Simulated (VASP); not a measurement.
```
CELL_PARAMETERS angstrom
      1.88500    -3.26492     0.00000
      1.88500     3.26492     0.00000
      0.00000     0.00000    12.16000
ATOMIC_POSITIONS crystal
  La 0.00000 0.00000 0.50000
  La 0.00000 0.00000 0.00000
  La 0.33333 0.66667 0.25000
  La 0.66667 0.33333 0.75000
```
Cell charge -0.5.

Calculation: PBE GGA, VASP's PBE PAW potentials (set 64) (plane waves; VASP 6.6.1). Run with NELECT = 44.5, 400 eV cut-off, 9×9×3 Γ-centred mesh, Gaussian smearing of 0.050 eV, potentials La.

The cell is charged, with a uniform compensating background.

Problem. Predict the energy per atom (σ→0), pressure, band gap (on the k-mesh) with the smallest direct gap where there is one.

Solution. 
| Item | Result |
|---|---|
| band gap (on the k-mesh) | none (metal, semimetal or under 0.01 eV) |
| energy per atom (σ→0) | -376.5 kJ/mol of atoms |
| pressure | 5.17 GPa |

The compound is La in the dhcp structure. The cell was not relaxed at this level. The run is one of a series of settings (ISMEAR = 0, NELECT = 44.5, SIGMA = 0.05 against the base run), some of them coarse on purpose.
